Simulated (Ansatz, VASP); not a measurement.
# Cross-check of WSe2 between VASP and Ansatz

Wanted: the spread between two codes on one cell, functional and k mesh. The cell is taken from a series of runs on this material, whose earlier steps may have relaxed, scaled, displaced or heated it; both programs get it as it stands.

Main program and level: Ansatz 0.2.0; plane waves, with VASP 6.6.1 beside it; zone-centre phonons at PBE with D3(BJ).

## (1) The structure

The structure is hexagonal, space group P6_3/mmc (No. 194). Conventional cell: a = 3.279 Å, b = 3.279 Å, c = 12.787 Å, α = 90.00°, β = 90.00°, γ = 120.00°. Nearest to W lie 6 Se at 2.53 Å. Nearest to Se lie 3 W at 2.53 Å. Farther neighbours and most contacts between anions are not listed.

## (2) VASP: zone-centre phonons, PBE with D3(BJ)

Second derivatives magnify differences that forces hide, and they need a tight electronic threshold.

Lines of VASP's logs that name or quote its potential files are left out, and so is its time.

INCAR

```
SYSTEM = WSe2
PREC = Accurate
ENCUT = 600
EDIFF = 1E-08
NELM = 120
ISMEAR = 0
SIGMA = 0.01
LREAL = .FALSE.
ALGO = Normal
GGA = PE
IVDW = 12
NBANDS = 24
LASPH = .TRUE.
LORBIT = 11
LWAVE = .FALSE.
LCHARG = .FALSE.
ISIF = 2
IBRION = 6
NFREE = 2
POTIM = 0.015
NSW = 1
GGA_COMPAT = .FALSE.
EFERMI = MIDGAP
KPAR = 2
```

POSCAR

```
WSe2
1.0
    3.2789957093      0.0000000000      0.0000000000
   -1.6394978547      2.8396935832      0.0000000000
    0.0000000000      0.0000000000     12.7873680974
W Se
2 4
Direct
    0.3333333334      0.6666666668      0.2500000000
    0.6666666668      0.3333333334      0.7500000000
    0.3333333334      0.6666666668      0.6182869901
    0.6666666668      0.3333333334      0.1182869901
    0.3333333334      0.6666666668      0.8817130099
    0.6666666668      0.3333333334      0.3817130099
```

KPOINTS

```
Automatic mesh
0
Gamma
9 9 2
0 0 0
```

Potentials, in the order of the species: W and Se (PBE family, release 64).

Started as:

```
> mpirun -np 2 vasp_std
```

Numbers of over 12 decimals in the logs are rounded to 6 here.

Log:

```text
[banner, memory and clock lines left out]
running    2 mpi-ranks, on    1 nodes
 distrk:  each k-point on    1 cores,    2 groups
 distr:  one band on    1 cores,    1 groups

 POSCAR found type information on POSCAR W Se
 POSCAR found :  2 types and       6 ions
 LDA part: xc-table for (Slater+PW92), standard interpolation
 POSCAR, INCAR and KPOINTS ok, starting setup
 FFT: planning ... GRIDC
 FFT: planning ... GRID_SOFT
 FFT: planning ... GRID
 WAVECAR not read
 entering main loop
       N       E                     dE             d eps       ncg     rms          rms(c)
DAV:   1     0.207245138892E+03    0.20725E+03   -0.17098E+04  1152   0.148E+03
DAV:   2    -0.277055782587E+02   -0.23495E+03   -0.22555E+03  1552   0.285E+02
DAV:   3    -0.448237663195E+02   -0.17118E+02   -0.16962E+02  1528   0.730E+01
DAV:   4    -0.451957037600E+02   -0.37194E+00   -0.36974E+00  1584   0.117E+01
DAV:   5    -0.452035950744E+02   -0.78913E-02   -0.78848E-02  1584   0.145E+00    0.310E+01
DAV:   6    -0.436397329493E+02    0.15639E+01   -0.80284E+00  1704   0.137E+01    0.121E+01
DAV:   7    -0.433889258526E+02    0.25081E+00   -0.43476E+00  1552   0.106E+01    0.778E+00
DAV:   8    -0.431978815825E+02    0.19104E+00   -0.63599E-01  1592   0.481E+00    0.631E-01
DAV:   9    -0.431973720308E+02    0.50955E-03   -0.60052E-02  1560   0.132E+00    0.401E-01
DAV:  10    -0.431966970261E+02    0.67500E-03   -0.60205E-03  1536   0.440E-01    0.218E-01
DAV:  11    -0.431967031215E+02   -0.60954E-05   -0.80596E-04  1456   0.149E-01    0.142E-01
DAV:  12    -0.431967332116E+02   -0.30090E-04   -0.30285E-04  1616   0.973E-02    0.353E-02
DAV:  13    -0.431967378205E+02   -0.46089E-05   -0.16346E-05  1504   0.245E-02    0.743E-03
DAV:  14    -0.431967382060E+02   -0.38552E-06   -0.22185E-06  1592   0.777E-03    0.487E-03
DAV:  15    -0.431967384167E+02   -0.21071E-06   -0.14157E-07  1504   0.230E-03    0.265E-03
DAV:  16    -0.431967382539E+02    0.16280E-06   -0.88073E-08  1504   0.149E-03    0.131E-03
DAV:  17    -0.431967382599E+02   -0.59574E-08   -0.16372E-08  1144   0.718E-04
   1 F= -.46049924E+02 E0= -.46049924E+02  d E =0.000000E+00
[... from here on, the cycles between the ionic steps are left out ...]
   2 F= -.46047838E+02 E0= -.46047838E+02  d E =0.000000E+00
   3 F= -.46047838E+02 E0= -.46047838E+02  d E =0.000000E+00
   4 F= -.46046686E+02 E0= -.46046686E+02  d E =0.000000E+00
   5 F= -.46046686E+02 E0= -.46046686E+02  d E =0.000000E+00
   6 F= -.46048916E+02 E0= -.46048916E+02  d E =0.000000E+00
   7 F= -.46048916E+02 E0= -.46048916E+02  d E =0.000000E+00
   8 F= -.46048693E+02 E0= -.46048693E+02  d E =0.000000E+00
 Finite differences progress:
  Degree of freedom:   4/  4
  Displacement:        1/  2
  Total:               7/  8
 bond charge predicted
       N       E                     dE             d eps       ncg     rms          rms(c)
DAV:   1    -0.431921543062E+02    0.34377E-02   -0.79672E-01  1176   0.398E+00    0.336E-01
DAV:   2    -0.431942695720E+02   -0.21153E-02   -0.27251E-02  1520   0.963E-01    0.364E-01
DAV:   3    -0.431942575968E+02    0.11975E-04   -0.32911E-04  1344   0.105E-01    0.302E-01
DAV:   4    -0.431942043757E+02    0.53221E-04   -0.33004E-04  1576   0.100E-01    0.239E-02
DAV:   5    -0.431941893650E+02    0.15011E-04   -0.72408E-05  1536   0.580E-02    0.194E-02
DAV:   6    -0.431941864534E+02    0.29116E-05   -0.12431E-05  1568   0.208E-02    0.107E-02
DAV:   7    -0.431941852127E+02    0.12407E-05   -0.47696E-06  1424   0.117E-02    0.526E-03
DAV:   8    -0.431941851049E+02    0.10776E-06   -0.12028E-06  1576   0.580E-03    0.209E-03
DAV:   9    -0.431941852458E+02   -0.14087E-06   -0.25024E-07  1496   0.264E-03    0.122E-03
DAV:  10    -0.431941852613E+02   -0.15503E-07   -0.28582E-08  1272   0.995E-04    0.925E-04
DAV:  11    -0.431941852654E+02   -0.41284E-08   -0.16269E-08   864   0.970E-04
   9 F= -.46047462E+02 E0= -.46047462E+02  d E =0.000000E+00
 Finite differences progress:
  Degree of freedom:   4/  4
  Displacement:        2/  2
  Total:               8/  8
```

OUTCAR, selected parts (step 2):

```text
ion  position               nearest neighbor table
   1  0.333  0.667  0.250-   4 2.53   6 2.53   4 2.53   6 2.53   4 2.53   6 2.53
   2  0.667  0.333  0.750-   3 2.53   5 2.53   3 2.53   5 2.53   3 2.53   5 2.53
   3  0.333  0.667  0.618-   2 2.53   2 2.53   2 2.53
   4  0.667  0.333  0.118-   1 2.53   1 2.53   1 2.53
   5  0.333  0.667  0.882-   2 2.53   2 2.53   2 2.53
   6  0.667  0.333  0.382-   1 2.53   1 2.53   1 2.53

  LATTYP: Found a hexagonal cell.
 ALAT       =     3.2789957093
 C/A-ratio  =     3.8997818939

 Subroutine GETGRP returns: Found 24 space group operations
 (whereof 12 operations were pure point group operations)

The static configuration has the point symmetry D_3d.
 The point group associated with its full space group is D_6h.

 Found     24 irreducible k-points:

   k-points           NKPTS =     24   k-points in BZ     NKDIM =     24   number of bands    NBANDS=     24

   dimension x,y,z NGX =    28 NGY =   28 NGZ =  108
   dimension x,y,z NGXF=    56 NGYF=   56 NGZF=  216

   ENCUT  =  600.0 eV  44.10 Ry    6.64 a.u.   6.55  6.55 25.54*2*pi/ulx,y,z

   NELECT =      36.0000    total number of electrons

 k-points in reciprocal lattice and weights: Automatic mesh
   0.00000000  0.00000000  0.00000000       0.006
   0.11111111  0.00000000  0.00000000       0.037
   0.22222222  0.00000000  0.00000000       0.037
   0.33333333  0.00000000  0.00000000       0.037
   0.44444444  0.00000000  0.00000000       0.037
   0.11111111  0.11111111  0.00000000       0.037
   0.22222222  0.11111111  0.00000000       0.074
   0.33333333  0.11111111  0.00000000       0.074
   0.44444444  0.11111111  0.00000000       0.037
[...]
0.33333333  0.22222222  0.50000000       0.074
   0.33333333  0.33333333  0.50000000       0.012

 Edisp (eV)   -2.85310

 average (electrostatic) potential at core
       1 -40.4978       2 -40.5005       3 -53.0463       4 -53.0568       5 -53.0496
       6 -53.0590

 E-fermi :   6.0248

 k-point     1 :       0.0000    0.0000    0.0000
  band No.  band energies     occupation
    ...
     14       4.1086      2.00000
     15       4.1086      2.00000
     16       4.3289      2.00000
     17       4.6076      2.00000
     18       5.5269      2.00000
     19       8.1721      0.00000
     20       8.1721      0.00000
     21       8.2175      0.00000
     22       8.2175      0.00000
     23       8.2498      0.00000
    ...

 k-point     2 :       0.1111    0.0000    0.0000
  band No.  band energies     occupation
    ...
     14       3.8104      2.00000
     15       3.9523      2.00000
     16       4.3772      2.00000
     17       4.7364      2.00000
     18       5.2025      2.00000
     19       7.6653      0.00000
     20       7.8704      0.00000
     21       7.9614      0.00000
     22       7.9740      0.00000
     23       8.0130      0.00000
    ...

 k-point     3 :       0.2222    0.0000    0.0000
  band No.  band energies     occupation
    ...
     14       3.5253      2.00000
     15       3.6278      2.00000
     16       4.1940      2.00000
     17       4.2723      2.00000
     18       4.4243      2.00000
     19       6.8551      0.00000
     20       7.5428      0.00000
     21       7.7385      0.00000
     22       7.7878      0.00000
     23       7.8693      0.00000
    ...

  FREE ENERGIE OF THE ION-ELECTRON SYSTEM (eV)
  ---------------------------------------------------
  free  energy   TOTEN  =       -46.0474619433 eV

  energy  without entropy=      -46.0474619433  energy(sigma->0) =      -46.04746194

 Eigenvectors and eigenvalues of the dynamical matrix
 ----------------------------------------------------

   1 f  =    9.166031 THz    57.591873 2PiTHz  305.745895 cm-1    37.907643 meV
             X         Y         Z           dx          dy          dz
     -0.000000  1.893129  3.196842    -0.000000    0.000000   -0.472982
      1.639498  0.946565  9.590526    -0.000000    0.000000    0.472982
     -0.000000  1.893129  7.906263     0.000000   -0.000000   -0.371677
      1.639498  0.946565  1.512579     0.000000   -0.000000    0.371677
     -0.000000  1.893129 11.274789     0.000000   -0.000000   -0.371677
      1.639498  0.946565  4.881105     0.000000   -0.000000    0.371677

   2 f  =    9.062997 THz    56.944488 2PiTHz  302.309030 cm-1    37.481526 meV
             X         Y         Z           dx          dy          dz
     -0.000000  1.893129  3.196842     0.000000   -0.000000    0.480631
      1.639498  0.946565  9.590526    -0.000000    0.000000    0.480631
     -0.000000  1.893129  7.906263     0.000000   -0.000000   -0.366738
      1.639498  0.946565  1.512579    -0.000000    0.000000   -0.366738
     -0.000000  1.893129 11.274789     0.000000   -0.000000   -0.366738
      1.639498  0.946565  4.881105    -0.000000    0.000000   -0.366738

   3 f  =    7.568244 THz    47.552680 2PiTHz  252.449450 cm-1    31.299729 meV
             X         Y         Z           dx          dy          dz
     -0.000000  1.893129  3.196842     0.000000   -0.000000    0.000000
      1.639498  0.946565  9.590526    -0.000000   -0.000000    0.000000
     -0.000000  1.893129  7.906263     0.000000    0.000000   -0.500000
      1.639498  0.946565  1.512579    -0.000000    0.000000   -0.500000
     -0.000000  1.893129 11.274789     0.000000    0.000000    0.500000
      1.639498  0.946565  4.881105    -0.000000    0.000000    0.500000

   4 f  =    7.388846 THz    46.425489 2PiTHz  246.465378 cm-1    30.557799 meV
             X         Y         Z           dx          dy          dz
     -0.000000  1.893129  3.196842     0.000000   -0.000000    0.000000
      1.639498  0.946565  9.590526     0.000000    0.000000   -0.000000
     -0.000000  1.893129  7.906263    -0.000000   -0.000000    0.500000
      1.639498  0.946565  1.512579    -0.000000    0.000000   -0.500000
     -0.000000  1.893129 11.274789    -0.000000   -0.000000   -0.500000
      1.639498  0.946565  4.881105    -0.000000    0.000000    0.500000

   5 f  =    7.291739 THz    45.815347 2PiTHz  243.226229 cm-1    30.156195 meV
             X         Y         Z           dx          dy          dz
     -0.000000  1.893129  3.196842    -0.193072    0.440145    0.000000
      1.639498  0.946565  9.590526    -0.193072    0.440145   -0.000000
     -0.000000  1.893129  7.906263     0.147322   -0.335848    0.000000
      1.639498  0.946565  1.512579     0.147322   -0.335848   -0.000000
     -0.000000  1.893129 11.274789     0.147322   -0.335848   -0.000000
      1.639498  0.946565  4.881105     0.147322   -0.335848    0.000000

   6 f  =    7.291739 THz    45.815347 2PiTHz  243.226229 cm-1    30.156195 meV
             X         Y         Z           dx          dy          dz
     -0.000000  1.893129  3.196842    -0.440145   -0.193072   -0.000000
      1.639498  0.946565  9.590526    -0.440145   -0.193072   -0.000000
     -0.000000  1.893129  7.906263     0.335848    0.147322    0.000000
      1.639498  0.946565  1.512579     0.335848    0.147322   -0.000000
     -0.000000  1.893129 11.274789     0.335848    0.147322   -0.000000
      1.639498  0.946565  4.881105     0.335848    0.147322    0.000000

   7 f  =    7.287622 THz    45.789477 2PiTHz  243.088889 cm-1    30.139167 meV
             X         Y         Z           dx          dy          dz
     -0.000000  1.893129  3.196842    -0.192492    0.438819    0.000000
      1.639498  0.946565  9.590526     0.192492   -0.438819    0.000000
     -0.000000  1.893129  7.906263    -0.147703    0.336714    0.000000
      1.639498  0.946565  1.512579     0.147703   -0.336714   -0.000000
     -0.000000  1.893129 11.274789    -0.147703    0.336714   -0.000000
      1.639498  0.946565  4.881105     0.147703   -0.336714    0.000000

   8 f  =    7.287622 THz    45.789477 2PiTHz  243.088889 cm-1    30.139167 meV
             X         Y         Z           dx          dy          dz
     -0.000000  1.893129  3.196842    -0.438819   -0.192492    0.000000
      1.639498  0.946565  9.590526     0.438819    0.192492    0.000000
     -0.000000  1.893129  7.906263    -0.336714   -0.147703   -0.000000
      1.639498  0.946565  1.512579     0.336714    0.147703   -0.000000
     -0.000000  1.893129 11.274789    -0.336714   -0.147703    0.000000
      1.639498  0.946565  4.881105     0.336714    0.147703    0.000000

   9 f  =    5.195987 THz    32.647350 2PiTHz  173.319473 cm-1    21.488866 meV
             X         Y         Z           dx          dy          dz
     -0.000000  1.893129  3.196842    -0.000000   -0.000000    0.000000
      1.639498  0.946565  9.590526    -0.000000    0.000000   -0.000000
     -0.000000  1.893129  7.906263     0.200856   -0.457883   -0.000000
      1.639498  0.946565  1.512579     0.200856   -0.457883    0.000000
     -0.000000  1.893129 11.274789    -0.200856    0.457883    0.000000
      1.639498  0.946565  4.881105    -0.200856    0.457883   -0.000000

  10 f  =    5.195987 THz    32.647350 2PiTHz  173.319473 cm-1    21.488866 meV
             X         Y         Z           dx          dy          dz
     -0.000000  1.893129  3.196842     0.000000    0.000000   -0.000000
      1.639498  0.946565  9.590526    -0.000000    0.000000    0.000000
     -0.000000  1.893129  7.906263     0.457883    0.200856   -0.000000
      1.639498  0.946565  1.512579     0.457883    0.200856    0.000000
     -0.000000  1.893129 11.274789    -0.457883   -0.200856    0.000000
      1.639498  0.946565  4.881105    -0.457883   -0.200856   -0.000000

  11 f  =    5.131322 THz    32.241047 2PiTHz  171.162481 cm-1    21.221433 meV
             X         Y         Z           dx          dy          dz
     -0.000000  1.893129  3.196842     0.000000   -0.000000    0.000000
      1.639498  0.946565  9.590526    -0.000000    0.000000   -0.000000
     -0.000000  1.893129  7.906263     0.200855   -0.457883   -0.000000
      1.639498  0.946565  1.512579    -0.200855    0.457883    0.000000
     -0.000000  1.893129 11.274789    -0.200855    0.457883    0.000000
      1.639498  0.946565  4.881105     0.200855   -0.457883    0.000000

  12 f  =    5.131322 THz    32.241047 2PiTHz  171.162481 cm-1    21.221433 meV
             X         Y         Z           dx          dy          dz
     -0.000000  1.893129  3.196842     0.000000   -0.000000   -0.000000
      1.639498  0.946565  9.590526     0.000000   -0.000000   -0.000000
     -0.000000  1.893129  7.906263    -0.457883   -0.200855    0.000000
      1.639498  0.946565  1.512579     0.457883    0.200855    0.000000
     -0.000000  1.893129 11.274789     0.457883    0.200855   -0.000000
      1.639498  0.946565  4.881105    -0.457883   -0.200855    0.000000

  13 f  =    1.342705 THz     8.436466 2PiTHz   44.787828 cm-1     5.552980 meV
             X         Y         Z           dx          dy          dz
     -0.000000  1.893129  3.196842     0.000000   -0.000000    0.525631
      1.639498  0.946565  9.590526     0.000000    0.000000   -0.525631
     -0.000000  1.893129  7.906263     0.000000    0.000000   -0.334449
      1.639498  0.946565  1.512579     0.000000   -0.000000    0.334449
     -0.000000  1.893129 11.274789     0.000000    0.000000   -0.334449
      1.639498  0.946565  4.881105     0.000000   -0.000000    0.334449
    [... 42 further lines ...]
      1.639498  0.946565  1.512579     0.000000   -0.000000   -0.339858
     -0.000000  1.893129 11.274789     0.000000   -0.000000   -0.339858
      1.639498  0.946565  4.881105     0.000000   -0.000000   -0.339858

 ELASTIC MODULI CONTR FROM IONIC RELAXATION (kBar)
 Direction    XX          YY          ZZ          XY          YZ          ZX
 --------------------------------------------------------------------------------
 XX        -428.5036   -264.9382   -880.8828      0.0000      0.0000     -0.0000
 YY        -264.9382   -428.5036   -880.8828      0.0000     -0.0000     -0.0000
 ZZ        -880.8828   -880.8828  -2237.9800      0.0000      0.0000     -0.0000
 XY           0.0000      0.0000      0.0000    -81.7827     -0.0000     -0.0000
 YZ          -0.0000      0.0000      0.0000     -0.0000  -1156.9244      0.0000
 ZX          -0.0000     -0.0000     -0.0000     -0.0000      0.0000  -1156.9228
 --------------------------------------------------------------------------------

 total charge
# of ion       s       p       d       tot
------------------------------------------
    1        0.537   0.620   4.177   5.334
    2        0.537   0.620   4.177   5.334
    3        1.478   2.348   0.070   3.896
    4        1.478   2.348   0.070   3.896
    5        1.478   2.348   0.070   3.896
    6        1.478   2.348   0.070   3.896
--------------------------------------------------
tot          6.985  10.630   8.635  26.250

[... 3 further parts left out ...]
```

Levels, forces or a CONTCAR printed for this step are those of its last displaced cell, not of the structure at rest.

(Continued in part 2 of 2.)

[Lines on the potential files, build, host, timing and source positions are cut from VASP's logs without a mark.]

[Logs are printed without paths, hosts, clocks, repeated set-up lines and the standing remarks that a program may print on its own settings, such as how far it seeks lower states.]

[Hosts, paths, dates, database ids (printed as entryN), source tags and the programs' standing remarks are cut or masked in the printed files.]
